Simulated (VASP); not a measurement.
An input for Ansatz (written as the equivalent of a VASP run, and not itself run):

Ansatz 0.2 input:
```yaml
crystal:
  lattice:
    - [-2.8776246, 2.8776246, 2.8776246]
    - [2.8776246, -2.8776246, 2.8776246]
    - [2.8776246, 2.8776246, -2.8776246]
  atoms:
    - { symbol: Cs, position: [0.0000000, 0.0000000, 0.0000000] }
kpoints:
  mp_grid: { grid: [8, 8, 8] }
hamiltonian:
  xc: lda
  pseudopotentials: { kind: paw }
scf:
  occupations: { method: methfessel_paxton, width: 0.1 }
  max_iter: 100
relax:
  max_steps: 30
  f_tol: 0.001
output: { forces: true, stress: true, eigenvalues: true }
```

Task: Write the VASP files for the same calculation (LDA).

Result: Several could match; the one computed here: 
**POSCAR**
```
Cs
1
   -2.8776245759     2.8776245759     2.8776245759
    2.8776245759    -2.8776245759     2.8776245759
    2.8776245759     2.8776245759    -2.8776245759
Cs
1
Direct
  0.0000000000   0.0000000000   0.0000000000
```

KPOINTS:
```
Automatic mesh
0
Gamma
8 8 8
0 0 0
```

INCAR:
```
LMAXMIX = 4
ISMEAR = 1
ENCUT = 400   # plane-wave cut-off (eV)
SYSTEM = Cs
EDIFF = 1E-8
PREC = Accurate
LCHARG = .FALSE.
NSW = 30   # most ionic steps
LWAVE = .FALSE.
NELM = 100
IBRION = 1   # quasi-Newton
LASPH = .TRUE.
ALGO = Normal   # blocked Davidson
EDIFFG = -0.001
ISIF = 2   # forces and stress, cell fixed
SIGMA = 0.1   # width (eV)
LREAL = .FALSE.   # projection in real space or not
```

POTCAR, in this order: Cs_sv (LDA.64 set). Program: vasp_std.

Limits of the translation: each code has its own PAW files, so the cut-off isn't converted (ENCUT is set for VASP's; basis.ecutwfc is left out, and Ansatz then takes the one that its files recommend); Ansatz stops its SCF on the density residual and VASP on the energy change (EDIFF); Ansatz's lda is the Perdew-Wang form, while the LDA potentials of VASP carry Perdew-Zunger's.

The compound is Cs in the bcc structure. It was relaxed first, which changed the volume by -16 %. The start is the result of an earlier pass.
